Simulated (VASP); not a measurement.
Computed with LDA (Ceperley-Alder, Perdew-Zunger), VASP's LDA PAW potentials (set 64) (plane waves; VASP).

The input files of a VASP run:

### INCAR
```
# general
SYSTEM  = CuAu
PREC    = Accurate
ENCUT   = 400
LREAL   = .FALSE.
LASPH   = .TRUE.

# electronic loop
EDIFF   = 1E-6
NELM    = 100
ALGO    = Normal
LMAXMIX = 6

# smearing
ISMEAR  = 1
SIGMA   = 0.1

# ions
IBRION  = 2
NSW     = 60
ISIF    = 3
EDIFFG  = -0.01

# output
LWAVE   = .FALSE.
LCHARG  = .FALSE.
```

### KPOINTS
```
Automatic mesh
0
Gamma
12 12 9
0 0 0
```

POSCAR:
```
CuAu
1.0
  2.8063090125   0.0000000000   0.0000000000
  0.0000000000   2.8063090125   0.0000000000
  0.0000000000   0.0000000000   3.5066292251
Cu Au
1 1
direct
  0.0000000000   0.0000000000   0.0000000000
  0.5000000000   0.5000000000   0.5000000000
```

POTCAR, in this order: Cu Au (LDA.64 set). Program: vasp_std.

The resulting files:

**OUTCAR**
```
 ion  position               nearest neighbor table
   1  0.000  0.000  0.000-   2 2.65   2 2.65   2 2.65   2 2.65   2 2.65   2 2.65   2 2.65   2 2.65
  LATTYP: Found a simple tetragonal cell.
 ALAT       =     2.8063090125
 C/A-ratio  =     1.2495520662
 Subroutine PRICEL returns:
 Original cell was already a primitive cell.
 Subroutine GETGRP returns: Found 16 space group operations
The static configuration has the point symmetry D_4h.
The dynamic configuration has the point symmetry D_4h.
 Subroutine INISYM returns: Found 16 space group operations
 Subroutine IBZKPT returns following result:
 Found    140 irreducible k-points:

 Following reciprocal coordinates:
            Coordinates               Weight
  0.000000  0.000000  0.000000      1.000000
  0.083333  0.000000  0.000000      4.000000
  0.166667  0.000000  0.000000      4.000000
  0.250000  0.000000  0.000000      4.000000
  0.333333  0.000000  0.000000      4.000000
  0.416667  0.000000  0.000000      4.000000
  0.500000  0.000000  0.000000      2.000000
  0.083333  0.083333  0.000000      4.000000
  0.166667  0.083333  0.000000      8.000000
  0.250000  0.083333  0.000000      8.000000
  0.333333  0.083333  0.000000      8.000000
  0.416667  0.083333  0.000000      8.000000
  0.500000  0.083333  0.000000      4.000000
  0.166667  0.166667  0.000000      4.000000
  0.250000  0.166667  0.000000      8.000000
  0.333333  0.166667  0.000000      8.000000
  0.416667  0.166667  0.000000      8.000000
  0.500000  0.166667  0.000000      4.000000
  0.250000  0.250000  0.000000      4.000000
  0.333333  0.250000  0.000000      8.000000
  0.416667  0.250000  0.000000      8.000000
  0.500000  0.250000  0.000000      4.000000
  0.333333  0.333333  0.000000      4.000000
  0.416667  0.333333  0.000000      8.000000
  0.500000  0.333333  0.000000      4.000000
  0.416667  0.416667  0.000000      4.000000
  0.500000  0.416667  0.000000      4.000000
  0.500000  0.500000  0.000000      1.000000
  0.000000  0.000000  0.111111      2.000000
  0.083333  0.000000  0.111111      8.000000
  0.166667  0.000000  0.111111      8.000000
  0.250000  0.000000  0.111111      8.000000
  0.333333  0.000000  0.111111      8.000000
  0.416667  0.000000  0.111111      8.000000
  0.500000  0.000000  0.111111      4.000000
  0.083333  0.083333  0.111111      8.000000
  0.166667  0.083333  0.111111     16.000000
  0.250000  0.083333  0.111111     16.000000
  0.333333  0.083333  0.111111     16.000000
  0.416667  0.083333  0.111111     16.000000
   k-points           NKPTS =    140   k-points in BZ     NKDIM =    140   number of bands    NBANDS=     15
   number of dos      NEDOS =    301   number of ions     NIONS =      2
   total plane-waves  NPLWV =   7776
   dimension x,y,z NGX =    18 NGY =   18 NGZ =   24
   dimension x,y,z NGXF=    36 NGYF=   36 NGZF=   48
   ions per type =               1   1
   PREC   = accura    normal or accurate (medium, high low for compatibility)
   ISTART =      0    job   : 0-new  1-cont  2-samecut
   ICHARG =      2    charge: 1-file 2-atom 10-const
   ISPIN  =      1    spin polarized calculation?
   LNONCOLLINEAR =      F non collinear calculations
   LSORBIT =      F    spin-orbit coupling
   INIWAV =      1    electr: 0-lowe 1-rand  2-diag
   ENCUT  =  400.0 eV  29.40 Ry    5.42 a.u.   4.58  4.58  5.72*2*pi/ulx,y,z
   NELM   =    100;   NELMIN=  2; NELMDL= -5     # of ELM steps
   EDIFF  = 0.1E-05   stopping-criterion for ELM
   LREAL  =      F    real-space projection
   NLSPLINE    = F    spline interpolate recip. space projectors
   LMAXMIX     =    6 max onsite mixed and CHGCAR
...
```

File OSZICAR:
```
       N       E                     dE             d eps       ncg     rms          rms(c)
DAV:   1     0.114517598956E+03    0.11452E+03   -0.97520E+03  4412   0.177E+03
DAV:   2    -0.651083312845E+01   -0.12103E+03   -0.11497E+03  4326   0.306E+02
DAV:   3    -0.103673692910E+02   -0.38565E+01   -0.38097E+01  5301   0.650E+01
DAV:   4    -0.104085529777E+02   -0.41184E-01   -0.41175E-01  4732   0.570E+00
DAV:   5    -0.104097408852E+02   -0.11879E-02   -0.11879E-02  6329   0.106E+00    0.132E+01
DAV:   6    -0.979696090817E+01    0.61278E+00   -0.94088E+00  4285   0.944E+01    0.586E+00
DAV:   7    -0.935094766999E+01    0.44601E+00   -0.36627E+00  5148   0.100E+02    0.649E+00
DAV:   8    -0.927627498077E+01    0.74673E-01   -0.29384E-01  5718   0.154E+01    0.308E+00
DAV:   9    -0.926557597156E+01    0.10699E-01   -0.40639E-02  6511   0.548E+00    0.232E-01
DAV:  10    -0.926488144385E+01    0.69453E-03   -0.57359E-03  6269   0.123E+00    0.932E-02
DAV:  11    -0.926487640059E+01    0.50433E-05   -0.13022E-04  6397   0.275E-01    0.468E-02
DAV:  12    -0.926487098183E+01    0.54188E-05   -0.13709E-05  6008   0.143E-01    0.518E-03
DAV:  13    -0.926487103396E+01   -0.52130E-07   -0.56630E-07  2772   0.126E-02
   1 F= -.92648710E+01 E0= -.92647133E+01  d E =-.926487E+01
       N       E                     dE             d eps       ncg     rms          rms(c)
DAV:   1    -0.926581822252E+01   -0.94724E-03   -0.15239E-02  4397   0.269E+00    0.240E-01
DAV:   2    -0.926525737500E+01    0.56085E-03   -0.75037E-03  4292   0.290E+00    0.143E-01
DAV:   3    -0.926489398284E+01    0.36339E-03   -0.30512E-03  4524   0.219E+00    0.931E-02
DAV:   4    -0.926484632190E+01    0.47661E-04   -0.14806E-04  5829   0.406E-01    0.479E-02
DAV:   5    -0.926483602509E+01    0.10297E-04   -0.38062E-05  6198   0.208E-01    0.106E-02
DAV:   6    -0.926483504034E+01    0.98476E-06   -0.44558E-06  4484   0.601E-02
   2 F= -.92648350E+01 E0= -.92646705E+01  d E =0.359936E-04
       N       E                     dE             d eps       ncg     rms          rms(c)
DAV:   1    -0.926527095495E+01   -0.43493E-03   -0.62835E-03  4362   0.173E+00    0.153E-01
DAV:   2    -0.926503669307E+01    0.23426E-03   -0.30233E-03  4264   0.185E+00    0.895E-02
DAV:   3    -0.926489311904E+01    0.14357E-03   -0.12388E-03  4510   0.137E+00    0.598E-02
DAV:   4    -0.926487302926E+01    0.20090E-04   -0.60685E-05  5712   0.265E-01    0.304E-02
DAV:   5    -0.926486877482E+01    0.42544E-05   -0.14722E-05  5990   0.130E-01    0.627E-03
DAV:   6    -0.926486839363E+01    0.38119E-06   -0.12791E-06  2276   0.367E-02
   3 F= -.92648684E+01 E0= -.92647082E+01  d E =0.264033E-05
       N       E                     dE             d eps       ncg     rms          rms(c)
DAV:   1    -0.926490434155E+01   -0.35567E-04   -0.51327E-04  4330   0.501E-01    0.442E-02
DAV:   2    -0.926488543860E+01    0.18903E-04   -0.24972E-04  4243   0.533E-01    0.257E-02
DAV:   3    -0.926487334616E+01    0.12092E-04   -0.10268E-04  4552   0.397E-01    0.175E-02
DAV:   4    -0.926487169848E+01    0.16477E-05   -0.48425E-06  4416   0.744E-02    0.914E-03
DAV:   5    -0.926487131540E+01    0.38308E-06   -0.11013E-06  2352   0.392E-02
   4 F= -.92648713E+01 E0= -.92647126E+01  d E =-.281439E-06
```

OUTCAR:
```
------------------------ aborting loop because EDIFF is reached ----------------------------------------
  FORCE on cell =-STRESS in cart. coord.  units (eV):
  Direction    XX          YY          ZZ          XY          YZ          ZX
  --------------------------------------------------------------------------------------
  Total       -0.0008169     -0.0008169     -0.0002746      0.0000000      0.0000000      0.0000000
  in kB       -0.0474067     -0.0474067     -0.0159383      0.0000000      0.0000000      0.0000000
  external PRESSURE =      -0.0369172 kB  Pullay stress =       0.0000000 kB
  volume of cell :       27.61
      direct lattice vectors                 reciprocal lattice vectors
     2.806032213  0.000000000 -0.000000000     0.356375096  0.000000000  0.000000000
     0.000000000  2.806032213 -0.000000000     0.000000000  0.356375096  0.000000000
    -0.000000000 -0.000000000  3.506293546     0.000000000  0.000000000  0.285201449
 POSITION                                       TOTAL-FORCE (eV/Angst)
 -----------------------------------------------------------------------------------
      0.00000      0.00000      0.00000         0.000000      0.000000      0.000000
      1.40302      1.40302      1.75315        -0.000000     -0.000000      0.000000
 -----------------------------------------------------------------------------------
    total drift:                                0.000000     -0.000000     -0.000000
  FREE ENERGIE OF THE ION-ELECTRON SYSTEM (eV)
  ---------------------------------------------------
  free  energy   TOTEN  =        -9.2648713154 eV

  energy  without entropy=       -9.2643951567  energy(sigma->0) =       -9.26471260

 reached required accuracy - stopping structural energy minimisation
```
(Selected blocks of OUTCAR.)

File CONTCAR:
```
CuAu
   1.00000000000000
     2.8060322126505710    0.0000000000000000   -0.0000000000000000
     0.0000000000000000    2.8060322126505710   -0.0000000000000000
    -0.0000000000000000   -0.0000000000000000    3.5062935464082945
  Cu              Au
     1     1
Direct
     0.0000000000000000    0.0000000000000000    0.0000000000000000
     0.5000000000000000    0.5000000000000000    0.5000000000000000
```

**OUTCAR**
```
 val. band max:        9.2379794715   @ k =   0.0000   0.0000   0.2222

 cond. band min:       9.2563399690   @ k =   0.5000   0.2500   0.0000


 Fermi energy:         9.2529244214

 k-point     1 :       0.0000    0.0000    0.0000
  band No.  band energies     occupation
      1      -0.9577      2.00000
      2       2.3866      2.00000
      3       2.5227      2.00000
      4       4.9788      2.00000
      5       4.9788      2.00000
      6       6.0183      2.00000
      7       6.3868      2.00000
      8       7.1141      2.00000
      9       7.5460      2.00000
     10       7.7804      2.00000
     11       7.7804      2.00000
     12      12.0604      0.00000
     13      18.7589      0.00000
     14      18.8787      0.00000
     15      18.8787      0.00000

 k-point     2 :       0.0833    0.0000    0.0000
  band No.  band energies     occupation
      1      -0.7942      2.00000
      2       2.4690      2.00000
      3       2.6153      2.00000
      4       4.8963      2.00000
      5       5.0206      2.00000
      6       5.9567      2.00000
      7       6.4110      2.00000
      8       7.0986      2.00000
      9       7.4589      2.00000
     10       7.5366      2.00000
     11       7.7398      2.00000
     12      12.5172      0.00000
     13      17.5635      0.00000
     14      19.0982      0.00000
     15      19.1725      0.00000

 k-point     3 :       0.1667    0.0000    0.0000
  band No.  band energies     occupation
      1      -0.3244      2.00000
      2       2.6479      2.00000
      3       2.9371      2.00000
      4       4.6621      2.00000
      5       5.1424      2.00000
      6       5.7809      2.00000
      7       6.4534      2.00000
      8       7.0513      2.00000
      9       7.0814      2.00000
     10       7.2473      2.00000
     11       7.6215      2.00000
     12      13.6377      0.00000
     13      15.5469      0.00000
     14      19.1177      0.00000
     15      20.0005      0.00000
...
```

Unless said otherwise, spin-orbit coupling is left out, though it shifts the bands of the heavy elements here.

The compound is CuAu in the L1_0 structure. This run relaxes it. Symmetry was kept, so distortions that lower it aren't found. The start is the result of an earlier pass.
